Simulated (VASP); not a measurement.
Crystal: Ti2Te2S.

```
Ti Te S
1.0
     1.85000    1.06810    9.73333
    -1.85000    1.06810    9.73333
     0.00000   -2.13620    9.73333
Ti Te S
2 2 1
Direct
  0.62200 0.62200 0.62200
  0.37800 0.37800 0.37800
  0.10450 0.10450 0.10450
  0.89550 0.89550 0.89550
  0.00000 0.00000 0.00000
```

The cell was built by a generator and needn't be a form met in nature.

```yaml
Program: VASP 6.6.1
Task: relaxation of cell and atoms
Functional: PBE
Potentials_or_basis: VASP PAW PBE potentials, release 64 (Ti_sv, Te, S)
Cutoff: 520 eV
k_mesh: 4 × 4 × 4
Occupations: gaussian, width 0.15 eV
Spin: no spin polarisation
```

At the start: pressure 0.8 GPa; volume 23.08 Å³/atom.

Q: Where does the relaxation end?

A: Over 4 steps the energy falls by 52.0 meV/atom and the volume is 22.36 Å³/atom (-3.1 %); space group R-3m (No. 166, to 0.05 Å).

Step by step:
| step | energy change (eV) | largest force (eV/Å) | pressure (GPa) | volume (Å³) |
| --- | --- | --- | --- | --- |
| 1 | 0.0000 | 1.1154 | 0.75 | 115.40 |
| 2 | -0.2300 | 0.4546 | -2.31 | 117.00 |
| 3 | -0.2349 | 0.2723 | -2.22 | 116.80 |
| 4 | -0.2602 | 0.0682 | 0.02 | 111.82 |

Final structure:
```cif
data_structure
_symmetry_space_group_name_H-M 'P 1'
_symmetry_Int_Tables_number 1
_cell_length_a 10.4290
_cell_length_b 10.4290
_cell_length_c 10.4290
_cell_angle_alpha 19.619
_cell_angle_beta 19.619
_cell_angle_gamma 19.619
_cell_volume 111.82
loop_
_atom_site_label
_atom_site_type_symbol
_atom_site_fract_x
_atom_site_fract_y
_atom_site_fract_z
_atom_site_occupancy
Ti1 Ti 0.62254 0.62254 0.62254 1
Ti2 Ti 0.37746 0.37746 0.37746 1
Te1 Te 0.10597 0.10597 0.10597 1
Te2 Te 0.89403 0.89403 0.89403 1
S1 S 0.00000 0.00000 0.00000 1
```

Caveat: the k mesh is coarse (spacing up to 0.49 Å⁻¹), so the values aren't converged.
